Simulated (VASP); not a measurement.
# MgCd2S3 (P6/mmm) in VASP: further runs

One crystal, MgCd2S3, is run at these levels: PBE; tasks: relaxation of cell and atoms.

Program: VASP 6.6.1. These are calculated values, not measurements. Logs are shortened: lines on timing, memory, paths and dates and some standing lists are left out, and cuts for length are marked.

### Step 1. The crystal as given

It takes space group P6/mmm (No. 191, hexagonal). The conventional cell has a = 4.343 Å, b = 4.343 Å, c = 7.977 Å, α = 90.00°, β = 90.00°, γ = 120.00°. Mg (site symmetry 6/mmm) has 6 S at 2.17 Å as nearest neighbours. Cd (site symmetry 6mm) has 1 Cd at 2.43 Å and 1 Mg at 2.77 Å as nearest neighbours. S (site symmetry mmm) has 4 S at 2.17 Å and 2 Mg at 2.17 Å as nearest neighbours.

The cell was built by a generator and needn't be a form met in nature.

### Step 2. Relaxation of cell and atoms, PBE

INCAR reads:

```
PREC     = Normal         # precision mode
ENCUT    = 520            # plane-wave cutoff, eV
EDIFF    = 1E-4           # SCF threshold, eV
ISMEAR   = 0              # smearing method
SIGMA    = 0.15           # smearing width, eV
LREAL    = F              # projectors in reciprocal space
LASPH    = T              # aspherical terms in the spheres
NELM     = 60             # most SCF steps
ALGO     = Fast           # electronic algorithm
ISIF     = 3              # what is computed and relaxed
LWAVE    = F              # write WAVECAR
LCHARG   = F              # write CHGCAR
GGA      = PE             # functional
IBRION   = 2              # ionic algorithm
NSW      = 24             # ionic steps
EDIFFG   = -0.08          # ionic threshold
```

KPOINTS reads:

```
Automatic mesh
0
Gamma
  4 4 2
```

POSCAR reads:

```
MgCd2S3
1.0
    4.3431827900      0.0000000000      0.0000000000
   -2.1715914000      3.7613066300      0.0000000000
    0.0000000000      0.0000000000      7.9766616100
Mg Cd S
1 2 3
Direct
    0.0000000000      0.0000000000      0.0000000000
    0.0000000000      0.0000000000      0.6525365500
    0.0000000000      0.0000000000      0.3474634500
    0.5000000000      0.0000000000      0.0000000000
    0.0000000000      0.5000000000      0.0000000000
    0.5000000000      0.5000000000      0.0000000000
```

Potentials or basis: VASP PAW PBE potentials, release 64 (Mg, Cd, S).

Launch:

```bash
cat potpaw_PBE.64/Mg/POTCAR potpaw_PBE.64/Cd/POTCAR potpaw_PBE.64/S/POTCAR > POTCAR
mpirun -np 1 vasp_std > vasp.out
```

OUTCAR:

```text
PREC = Normal
   ENCUT = 520
   EDIFF = 1E-4
   ISMEAR = 0
   LREAL = F
   LASPH = T
   NELM = 60
   ISIF = 3
   GGA = PE
   IBRION = 2
   NSW = 24
   EDIFFG = -0.08

 ion  position               nearest neighbor table
   1  0.000  0.000  0.000-   6 2.17   6 2.17   4 2.17   4 2.17   5 2.17   5 2.17   2 2.77   3 2.77

   2  0.000  0.000  0.653-   3 2.43   1 2.77
   3  0.000  0.000  0.347-   2 2.43   1 2.77
   4  0.500  0.000  0.000-   5 2.17   5 2.17   1 2.17   1 2.17   6 2.17   6 2.17
   5  0.000  0.500  0.000-   4 2.17   4 2.17   6 2.17   6 2.17   1 2.17   1 2.17
   6  0.500  0.500  0.000-   1 2.17   1 2.17   5 2.17   5 2.17   4 2.17   4 2.17

  LATTYP: Found a hexagonal cell.
 ALAT       =     4.3431827900
 C/A-ratio  =     1.8365935757

  Lattice vectors:

 A1 = (   4.3431827900,   0.0000000000,   0.0000000000)
 A2 = (  -2.1715914000,   3.7613066300,   0.0000000000)
 A3 = (   0.0000000000,   0.0000000000,   7.9766616100)

Analysis of symmetry for initial positions (statically):
=====================================================================
 Subroutine PRICEL returns:
 Original cell was already a primitive cell.

 Routine SETGRP: Setting up the symmetry group for a
 hexagonal supercell.

 Subroutine GETGRP returns: Found 24 space group operations
 (whereof 24 operations were pure point group operations)
 out of a pool of 24 trial point group operations.

The static configuration has the point symmetry D_6h.

Analysis of symmetry for dynamics (positions and initial velocities):
=====================================================================
 Subroutine PRICEL returns:
 Original cell was already a primitive cell.

 Routine SETGRP: Setting up the symmetry group for a
 hexagonal supercell.

 Subroutine GETGRP returns: Found 24 space group operations
 (whereof 24 operations were pure point group operations)
 out of a pool of 24 trial point group operations.

The dynamic configuration has the point symmetry D_6h.

 Subroutine INISYM returns: Found 24 space group operations
 (whereof 24 operations are pure point group operations),
 and found     1 'primitive' translations

----------------------------------------------------------------------------------------

                                     Primitive cell

  volume of cell :     130.3071

  direct lattice vectors                    reciprocal lattice vectors
     4.343182790  0.000000000  0.000000000     0.230245893  0.132932529  0.000000000
    -2.171591400  3.761306630  0.000000000     0.000000000  0.265865057  0.000000000
[... 84 lines left out ...]
   POTIM  = 0.5000    time-step for ionic-motion
   TEBEG  =    0.0;   TEEND  =   0.0 temperature during run
   PSTRESS=    0.0 pullay stress
   NELECT =      44.0000    total number of electrons
   NUPDOWN=      -1.0000    fix difference up-down
   EMIN   =  10.00;   EMAX   =-10.00  energy-range for DOS
   EFERMI =   0.00;   METHOD = LEGACY
   ISMEAR =     0;   SIGMA  =   0.15  broadening in eV -4-tet -1-fermi 0-gaus
   EFERMI_NEDOS =   21; number of points for ismear=-14 and -15
   IALGO  =     68    algorithm
   IMIX   =      4    mixing-type and parameters
     AMIX     =   0.40;   BMIX     =  1.00
     AMIX_MAG =   1.60;   BMIX_MAG =  1.00
  volume/ion in A,a.u.               =      21.72       146.56
  Fermi-wavevector in a.u.,A,eV,Ry     =   1.139995  2.154279 17.681985  1.299589
  Thomas-Fermi vector in A             =   2.276698
   LORBIT       =      0    0 simple, 1 ext, 2 COOP (PROOUT), +10 PAW based schemes
   GGA     = PE    functional components
   LHFCALC =     F    Hartree Fock is set to
   AEXX    =    0.0000 exact exchange contribution
   IVDW    =     0    specifies the selected vdW correction
   LEPSILON=     F    determine dielectric tensor
   LRPA    =     F    only Hartree local field effects (RPA)
 conjugate gradient relaxation of ions
 non-spin polarized calculation
 RMM-DIIS sequential band-by-band and
 Gauss-broadening in eV      SIGMA  =   0.15
  energy-cutoff  :      520.00
  volume of cell :      130.31
 maximum number of plane-waves:      3518
   NGX = 17   NGY = 17   NGZ = 29

--------------------------------------- Ionic step        1  -------------------------------------------

 number of electron      43.9999971 magnetization

 Free energy of the ion-electron system (eV)
  ---------------------------------------------------
  ext. energy  EPLUGINS =         0.00000000
  ---------------------------------------------------
  free energy    TOTEN  =        -7.64768338 eV

  energy without entropy =       -7.61298831  energy(sigma->0) =       -7.63033585

------------------------ aborting loop because EDIFF is reached ----------------------------------------

  FORCE on cell =-STRESS in cart. coord.  units (eV):
  Direction    XX          YY          ZZ          XY          YZ          ZX
  --------------------------------------------------------------------------------------
  -------------------------------------------------------------------------------------
  Total       33.7500678     33.7500678     11.8168378     -0.0000000      0.0000000     -0.0000000
  in kB      414.9704929    414.9704930    145.2927161     -0.0000006      0.0000000     -0.0000000
  external PRESSURE =     325.0779007 kB  Pullay stress =       0.0000000 kB
[... 27 lines left out ...]
--------------------------------------- Ionic step        2  -------------------------------------------

 number of electron      43.9999817 magnetization

 E-fermi :  -0.0991     XC(G=0):  -6.8205

 val. band max:       -0.1252750193   @ k =   0.2500   0.0000   0.5000
 cond. band min:      -0.0118586830   @ k =   0.2500   0.2500   0.0000
 fundamental gap:      0.1134163363
 Fermi energy:        -0.0991261035

 k-point     1 :       0.0000    0.0000    0.0000
  band No.  band energies     occupation
      1     -14.0845      2.00000
      2     -11.0818      2.00000
      3     -11.0818      2.00000
      4      -8.6301      2.00000
      5      -8.3119      2.00000
      6      -8.3119      2.00000
[... 500 lines left out ...]
--------------------------------------- Ionic step        9  -------------------------------------------

 number of electron      43.9999963 magnetization

 Free energy of the ion-electron system (eV)
  ---------------------------------------------------
  ext. energy  EPLUGINS =         0.00000000
  ---------------------------------------------------
  free energy    TOTEN  =       -13.89648968 eV

  energy without entropy =      -13.86170730  energy(sigma->0) =      -13.87909849

 E-fermi :   0.5408     XC(G=0):  -7.1236

 val. band max:        0.5141532383   @ k =   0.2500   0.0000   0.5000
 cond. band min:       0.8256333750   @ k =   0.2500   0.2500   0.0000
 fundamental gap:      0.3114801366
 Fermi energy:         0.5408479646

 k-point     1 :       0.0000    0.0000    0.0000
  band No.  band energies     occupation
      1     -14.8126      2.00000
      2     -10.7171      2.00000
      3     -10.7171      2.00000
      4      -7.8153      2.00000
      5      -7.5914      2.00000
      6      -7.5914      2.00000
[... 254 lines left out ...]
  FREE ENERGIE OF THE ION-ELECTRON SYSTEM (eV)
  ---------------------------------------------------
  free  energy   TOTEN  =       -13.8964896751 eV

  energy  without entropy=      -13.8617072982  energy(sigma->0) =      -13.87909849

 reached required accuracy - stopping structural energy minimisation
```

CONTCAR:

```text
MgCd2S3
   1.00000000000000
     5.1877510140028216   -0.0000000010202148    0.0000000000000000
    -2.5938755138572342    4.4927241680437646   -0.0000000000000000
    -0.0000000000000000    0.0000000000000000    9.0752085338633162
  Mg              Cd              S
     1     2     3
Direct
     0.0000000000000000    0.0000000000000000    0.0000000000000000
     0.0000000000000000    0.0000000000000000    0.6704301190959061
     0.0000000000000000    0.0000000000000000    0.3295698809040939
     0.5000000000000000    0.0000000000000000    0.0000000000000000
     0.0000000000000000    0.5000000000000000    0.0000000000000000
     0.5000000000000000    0.5000000000000000    0.0000000000000000

  0.00000000E+00  0.00000000E+00  0.00000000E+00
  0.00000000E+00  0.00000000E+00  0.00000000E+00
  0.00000000E+00  0.00000000E+00  0.00000000E+00
  0.00000000E+00  0.00000000E+00  0.00000000E+00
  0.00000000E+00  0.00000000E+00  0.00000000E+00
  0.00000000E+00  0.00000000E+00  0.00000000E+00
```

Wall time 66 s (1 thread of Intel Xeon Platinum 8488C (Sapphire Rapids), shared host); peak memory 0.18 GiB.

Results:

```yaml
Free_energy: -13.8965 eV
Relaxed_volume: 35.25 Å³/atom
Relaxed_cell: a = 5.188 Å, b = 5.188 Å, c = 9.075 Å, α = 90.00°, β = 90.00°, γ = 120.00°
Space_group_after_relaxing_to_0.05_Å: P6/mmm (No. 191)
Energy_gained_by_relaxing: 1041.5 meV/atom
Ionic_steps: 9
Pressure_after_relaxing: 0.0 GPa
Largest_force_after_relaxing: 0.016 eV/Å
Band_gap_on_the_k_mesh: none (metal or under the smearing width)
```

Forces on the atoms (eV/Å):
```
Mg   0.000  0.000  0.000
Cd   0.000  0.000 -0.016
Cd   0.000  0.000  0.016
S    0.000  0.000  0.000
S    0.000  0.000  0.000
S    0.000  0.000  0.000
```

The path:
```
step  energy change (eV)  largest force (eV/Å)  pressure (GPa)  volume (Å³)
   1              0.0000                2.1824           32.51       130.31
   2             -5.8832                0.2250           -2.41       230.64
   3             -6.1524                0.4734            0.80       201.21
   4             -6.1576                0.4287            0.43       204.96
   5             -6.1552                0.4112           -0.05       206.67
   6             -6.2081                0.1939           -0.14       209.05
   7             -6.2440                0.0051           -0.14       212.54
   8             -6.2482                0.0510           -0.26       214.06
   9             -6.2488                0.0165            0.03       211.52
```

Final structure:
```
Mg Cd S
1.0
     5.18775    0.00000    0.00000
    -2.59388    4.49272    0.00000
     0.00000    0.00000    9.07521
Mg Cd S
1 2 3
Direct
  0.00000 0.00000 0.00000
  0.00000 0.00000 0.67043
  0.00000 0.00000 0.32957
  0.50000 0.00000 0.00000
  0.00000 0.50000 0.00000
  0.50000 0.50000 0.00000
```

Caveat: the k mesh is coarse (spacing up to 0.42 Å⁻¹), so the values aren't converged; the volume moved by over 15 % at a fixed basis, so the end points are rough; the relaxation stopped at a loose force limit of 0.08 eV/Å, so its end isn't a converged minimum.

### Step 3. Relaxation of cell and atoms, PBE

This run uses another cell than the first one, of 21.99 Å³/atom, 1.013 times its volume.

INCAR is that of step 2.

KPOINTS is that of step 2.

POSCAR reads:

```
MgCd2S3
1.0
    4.5340094300      0.0000000000      0.0000000000
   -2.2670047100      3.9265673400      0.0000000000
    0.0000000000      0.0000000000      7.4118702800
Mg Cd S
1 2 3
Direct
    0.0000000000      0.0000000000      0.0000000000
    0.3333333300      0.6666666700      0.0000000000
    0.6666666700      0.3333333300      0.0000000000
    0.0000000000      0.0000000000      0.7382215600
    0.0000000000      0.0000000000      0.2617784400
    0.0000000000      0.0000000000      0.5000000000
```

Potentials or basis: VASP PAW PBE potentials, release 64 (Mg, Cd, S).

Launch:

```bash
cat potpaw_PBE.64/Mg/POTCAR potpaw_PBE.64/Cd/POTCAR potpaw_PBE.64/S/POTCAR > POTCAR
mpirun -np 1 vasp_std > vasp.out
```

It took 1.7 min on 1 thread of Intel Xeon Platinum 8488C (Sapphire Rapids), shared host; peak memory 0.2 GiB.

Results (log left out):

* Free energy: -13.8980 eV
* Relaxed volume: 34.69 Å³/atom
* Relaxed cell: a = 5.142 Å, b = 5.142 Å, c = 9.088 Å, α = 90.00°, β = 90.00°, γ = 120.00°
* Space group after relaxing (to 0.05 Å): P6/mmm (No. 191)
* Energy gained by relaxing: 1243.3 meV/atom
* Ionic steps: 12
* Pressure after relaxing: 0.0 GPa
* Largest force after relaxing: 0.032 eV/Å
* Band gap on the k mesh: none (metal or under the smearing width)

Forces in eV/Å, atoms in the order of the input:
```
Mg   0.000  0.000  0.000
Cd   0.000  0.000  0.000
Cd   0.000  0.000  0.000
S    0.000  0.000 -0.032
S    0.000  0.000  0.032
S    0.000  0.000  0.000
```

Stress tensor (GPa, compression positive):
```
 0.10  0.00  0.00
 0.00  0.10  0.00
 0.00  0.00 -0.30
```

Step by step:
| step | energy change (eV) | largest force (eV/Å) | pressure (GPa) | volume (Å³) |
| --- | --- | --- | --- | --- |
| 1 | 0.0000 | 1.3616 | 38.17 | 131.95 |
| 2 | -4.0128 | 0.8078 | -4.61 | 250.85 |
| 3 | -6.8673 | 1.2434 | 1.56 | 185.60 |
| 4 | -6.8909 | 1.2281 | 2.45 | 182.66 |
| 5 | -6.8945 | 1.2048 | 3.08 | 180.42 |
| 6 | -7.3905 | 0.4390 | 0.93 | 197.06 |
| 7 | -7.4264 | 0.5407 | 0.05 | 214.38 |
| 8 | -7.4584 | 0.1241 | 0.30 | 207.72 |
| 9 | -7.4587 | 0.0996 | 0.14 | 207.15 |
| 10 | -7.4425 | 0.1930 | 0.58 | 202.08 |
| 11 | -7.4585 | 0.0644 | 0.24 | 206.50 |
| 12 | -7.4596 | 0.0323 | -0.03 | 208.13 |

Final structure:
```
Mg Cd S
1.0
     5.14231    0.00000    0.00000
    -2.57115    4.45337    0.00000
     0.00000    0.00000    9.08823
Mg Cd S
1 2 3
Direct
  0.00000 0.00000 0.00000
  0.33333 0.66667 0.00000
  0.66667 0.33333 0.00000
  0.00000 0.00000 0.73560
  0.00000 0.00000 0.26440
  0.00000 0.00000 0.50000
```

Levels at points of the mesh, in eV from the Fermi level:
| k point | band 20 | band 21 | band 22 | band 23 | band 24 | band 25 |
| --- | --- | --- | --- | --- | --- | --- |
| (0.00, 0.00, 0.00) | -0.74 | -0.03 | -0.03 | 1.72 | 2.02 | 2.02 |
| (0.50, 0.00, 0.00) | -1.62 | -0.72 | -0.60 | 0.49 | 1.47 | 3.02 |
| (0.00, 0.00, 0.50) | -1.25 | 0.19 | 0.19 | 2.02 | 2.02 | 2.07 |
| (0.50, 0.00, 0.50) | -1.11 | -1.02 | -0.35 | 0.13 | 0.78 | 1.80 |

Caveat: the k mesh is coarse (spacing up to 0.42 Å⁻¹), so the values aren't converged; the volume moved by over 15 % at a fixed basis, so the end points are rough; the relaxation stopped at a loose force limit of 0.08 eV/Å, so its end isn't a converged minimum.

### Step 4. Relaxation of cell and atoms, PBE

This run uses another cell than the first one, of 26.12 Å³/atom, 1.203 times its volume.

INCAR is that of step 3.

KPOINTS reads:

```
Automatic mesh
0
Gamma
  3 3 3
```

POSCAR reads:

```
MgCd2S3
1.0
    5.9060755600      0.0000000000      0.0000000000
   -2.9530377800      5.1148114700      0.0000000000
    0.0000000000      0.0000000000      5.1885228600
Mg Cd S
1 2 3
Direct
    0.0000000000      0.0000000000      0.5000000000
    0.3333333300      0.6666666700      0.1119930300
    0.6666666700      0.3333333300      0.8880069700
    0.5000000000      0.0000000000      0.5000000000
    0.0000000000      0.5000000000      0.5000000000
    0.5000000000      0.5000000000      0.5000000000
```

Launch:

```bash
cat potpaw_PBE.64/Mg/POTCAR potpaw_PBE.64/Cd/POTCAR potpaw_PBE.64/S/POTCAR > POTCAR
mpirun -np 1 vasp_std > vasp.out
```

Run time: 87 s. Hardware: 1 thread of Intel Xeon Platinum 8488C (Sapphire Rapids), shared host; peak memory 0.21 GiB.

Results (log left out):

```
Free energy                            : -14.4673 eV
Relaxed volume                         : 23.63 Å³/atom
Relaxed cell                           : a = 5.498 Å, b = 5.498 Å, c = 5.417 Å, α = 90.00°, β = 90.00°, γ = 120.00°
Space group after relaxing (to 0.05 Å) : P-3m1 (No. 164)
Energy gained by relaxing              : 82.3 meV/atom
Ionic steps                            : 10
Pressure after relaxing                : 0.1 GPa
Largest force after relaxing           : 0.049 eV/Å
Band gap on the k mesh                 : none (metal or under the smearing width)
```

Forces on the atoms (eV/Å):
```
Mg   0.000  0.000  0.000
Cd   0.000  0.000  0.049
Cd   0.000  0.000 -0.049
S    0.000  0.000  0.000
S    0.000  0.000  0.000
S    0.000  0.000  0.000
```

Stress tensor (GPa, compression positive):
```
0.16 0.00 0.00
0.00 0.16 0.00
0.00 0.00 0.07
```

The path:
```
step  energy change (eV)  largest force (eV/Å)  pressure (GPa)  volume (Å³)
   1              0.0000                0.8704           -0.75       156.74
   2             -0.0940                0.7427           -1.12       153.97
   3             -0.3203                0.4617           -0.14       145.80
   4             -0.3393                0.0856            4.40       129.98
   5             -0.4297                0.2779            1.37       138.71
   6             -0.4366                0.1532            1.89       135.70
   7             -0.4861                0.0648            0.19       141.23
   8             -0.4890                0.0115            0.73       140.22
   9             -0.4905                0.0323           -0.36       143.43
  10             -0.4939                0.0486            0.13       141.78
```

Final structure:
```xyz
6
Lattice="5.4976 0.0000 0.0000 -2.7488 4.7610 0.0000 0.0000 0.0000 5.4169" Properties=species:S:1:pos:R:3 pbc="T T T"
Mg    0.0000    0.0000    2.7085
Cd    0.0000    3.1740    0.2069
Cd    2.7488    1.5870    5.2101
S     2.7488    0.0000    2.7085
S    -1.3744    2.3805    2.7085
S     1.3744    2.3805    2.7085
```

Levels at points of the mesh, in eV from the Fermi level:
| k point | band 20 | band 21 | band 22 | band 23 | band 24 | band 25 |
| --- | --- | --- | --- | --- | --- | --- |
| (0.00, 0.00, 0.00) | -1.38 | -0.18 | 0.87 | 2.18 | 2.18 | 2.36 |

Caveat: the k mesh is coarse (spacing up to 0.41 Å⁻¹), so the values aren't converged; the relaxation stopped at a loose force limit of 0.08 eV/Å, so its end isn't a converged minimum.
